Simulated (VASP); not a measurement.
Method: LDA (Ceperley-Alder, Perdew-Zunger), VASP's LDA PAW potentials (set 64) (plane waves; VASP).

VASP ran on this input.

**POSCAR**
```
Tl3VSe4
1
   -3.8409830000     3.8409830000     3.8409830000
    3.8409830000    -3.8409830000     3.8409830000
    3.8409830000     3.8409830000    -3.8409830000
V Tl Se
1 3 4
Direct
  0.0000000000   0.0000000000   0.0000000000
  0.5000000000   0.5000000000   0.0000000000
  0.0000000000   0.5000000000   0.5000000000
  0.5000000000   0.0000000000   0.5000000000
  0.6637800000   0.6637800000   0.6637800000
  0.3362200000   0.0000000000   0.0000000000
  0.0000000000   0.0000000000   0.3362200000
  0.0000000000   0.3362200000   0.0000000000
```

### INCAR
```
# general
SYSTEM   =  Tl3VSe4
PREC     =  Accurate
ENCUT    =  300   # plane-wave cut-off (eV)
LREAL    =  .FALSE.
LASPH    =  .TRUE.   # aspherical one-centre terms

# electronic loop
EDIFF    =  1E-6   # SCF stop (eV)
NELM     =  100   # most electronic steps
ALGO     =  Normal   # blocked Davidson
LMAXMIX  =  4

# smearing
ISMEAR   =  -1   # Fermi-Dirac
SIGMA    =  0.01   # width (eV)

# ions
ISIF     =  2   # forces and stress, cell fixed

# output
LWAVE    =  .FALSE.
LCHARG   =  .FALSE.
```

KPOINTS:
```
Regular mesh
0
gamma
3 3 3
0 0 0
```

POTCAR, in this order: V_sv Tl_d Se (LDA.64 set). Program: vasp_std.

What VASP printed:

**OSZICAR**
```
       N       E                     dE             d eps       ncg     rms          rms(c)
DAV:   1     0.380555194257E+03    0.38056E+03   -0.28114E+04   424   0.102E+03
DAV:   2    -0.158660869167E+02   -0.39642E+03   -0.38490E+03   404   0.275E+02
DAV:   3    -0.419335049776E+02   -0.26067E+02   -0.25793E+02   419   0.622E+01
DAV:   4    -0.424575559196E+02   -0.52405E+00   -0.52282E+00   416   0.834E+00
DAV:   5    -0.424653191259E+02   -0.77632E-02   -0.77615E-02   428   0.996E-01    0.240E+01
DAV:   6    -0.475752134547E+02   -0.51099E+01   -0.55198E+01   436   0.340E+01    0.307E+01
DAV:   7    -0.395424015782E+02    0.80328E+01   -0.43653E+01   436   0.445E+01    0.112E+01
DAV:   8    -0.391618855077E+02    0.38052E+00   -0.40921E+00   375   0.706E+00    0.517E+00
DAV:   9    -0.389865806165E+02    0.17530E+00   -0.90251E-01   425   0.397E+00    0.968E-01
DAV:  10    -0.389828362645E+02    0.37444E-02   -0.37010E-02   398   0.962E-01    0.290E-01
DAV:  11    -0.389826242488E+02    0.21202E-03   -0.44836E-03   425   0.346E-01    0.185E-01
DAV:  12    -0.389826216282E+02    0.26206E-05   -0.42336E-04   419   0.128E-01    0.930E-02
DAV:  13    -0.389825837403E+02    0.37888E-04   -0.26988E-04   415   0.832E-02    0.279E-02
DAV:  14    -0.389825778408E+02    0.58994E-05   -0.29622E-05   379   0.307E-02    0.100E-02
DAV:  15    -0.389825778087E+02    0.32123E-07   -0.12068E-05   366   0.172E-02    0.115E-02
DAV:  16    -0.389825772340E+02    0.57476E-06   -0.15514E-06   275   0.717E-03
   1 F= -.38982577E+02 E0= -.38982577E+02  d E =0.000000E+00
```

**OUTCAR**
```
------------------------ aborting loop because EDIFF is reached ----------------------------------------
  FORCE on cell =-STRESS in cart. coord.  units (eV):
  Direction    XX          YY          ZZ          XY          YZ          ZX
  --------------------------------------------------------------------------------------
  Total       -1.4008753     -1.4008753     -1.4008753     -0.0000000      0.0000000     -0.0000000
  in kB       -9.9019995     -9.9019995     -9.9019995     -0.0000000      0.0000000     -0.0000000
  external PRESSURE =      -9.9019995 kB  Pullay stress =       0.0000000 kB
  volume of cell :      226.67
      direct lattice vectors                 reciprocal lattice vectors
    -3.840983000  3.840983000  3.840983000     0.000000000  0.130175010  0.130175010
     3.840983000 -3.840983000  3.840983000     0.130175010  0.000000000  0.130175010
     3.840983000  3.840983000 -3.840983000     0.130175010  0.130175010  0.000000000
 POSITION                                       TOTAL-FORCE (eV/Angst)
 -----------------------------------------------------------------------------------
      0.00000      0.00000      0.00000        -0.000000      0.000000      0.000000
      0.00000      0.00000      3.84098        -0.000000      0.000000     -0.000000
      3.84098      0.00000      0.00000        -0.000000      0.000000     -0.000000
      0.00000      3.84098      0.00000        -0.000000      0.000000     -0.000000
      2.54957      2.54957      2.54957        -0.282062     -0.282062     -0.282062
     -1.29142      1.29142      1.29142        -0.282062      0.282062      0.282062
      1.29142      1.29142     -1.29142         0.282062      0.282062     -0.282062
      1.29142     -1.29142      1.29142         0.282062     -0.282062      0.282062
 -----------------------------------------------------------------------------------
    total drift:                                0.000003      0.000003      0.000005
  FREE ENERGIE OF THE ION-ELECTRON SYSTEM (eV)
  ---------------------------------------------------
  free  energy   TOTEN  =       -38.9825772340 eV

  energy  without entropy=      -38.9825772340  energy(sigma->0) =      -38.98257723
```
(Selected blocks of OUTCAR.)

OUTCAR:
```
 val. band max:        2.6659447848   @ k =  -0.3333   0.3333   0.3333

 cond. band min:       4.5634868476   @ k =   0.3333   0.0000   0.0000


 Fermi energy:         3.0512002692

 k-point     1 :       0.0000    0.0000    0.0000
  band No.  band energies     occupation
      1     -60.0030      2.00000
      2     -34.3441      2.00000
      3     -34.3441      2.00000
      4     -34.3441      2.00000
      5      -9.4786      2.00000
      6      -8.6675      2.00000
      7      -8.6675      2.00000
      8      -8.6675      2.00000
      9      -7.3454      2.00000
     10      -7.3454      2.00000
     11      -7.1817      2.00000
     12      -7.1768      2.00000
     13      -7.1768      2.00000
     14      -7.1768      2.00000
     15      -7.1752      2.00000
     16      -7.1752      2.00000
     17      -7.1752      2.00000
     18      -7.1277      2.00000
     19      -7.1277      2.00000
     20      -7.0613      2.00000
     21      -7.0392      2.00000
     22      -7.0392      2.00000
     23      -7.0392      2.00000
     24      -1.9791      2.00000
     25      -1.6779      2.00000
     26      -1.6779      2.00000
     27       0.2882      2.00000
     28       0.2882      2.00000
     29       0.2882      2.00000
     30       0.8216      2.00000
     31       0.8216      2.00000
     32       0.8216      2.00000
     33       0.9344      2.00000
     34       1.3300      2.00000
     35       1.3300      2.00000
     36       1.3300      2.00000
     37       2.1173      2.00000
     38       2.1173      2.00000
     39       5.2652      0.00000
     40       5.2652      0.00000
     41       5.2890      0.00000
     42       5.2890      0.00000
     43       5.2890      0.00000
     44       7.0432      0.00000
     45       7.0432      0.00000

 k-point     2 :       0.3333    0.0000    0.0000
  band No.  band energies     occupation
      1     -60.0030      2.00000
      2     -34.3443      2.00000
      3     -34.3443      2.00000
...
```

At this cut-off the stress carries a Pulay error, which pulls relaxed volumes low. Unless said otherwise, spin-orbit coupling is left out, though it shifts the bands of the heavy elements here.

The structure comes from a computed database's Tl3VSe4 entry (I-43m); how it stands against other phases isn't given here. The cell was not relaxed at this level, and its volume differs by -5.9 % from the start's. The run is not spin-polarised, so no magnetic state was tried.
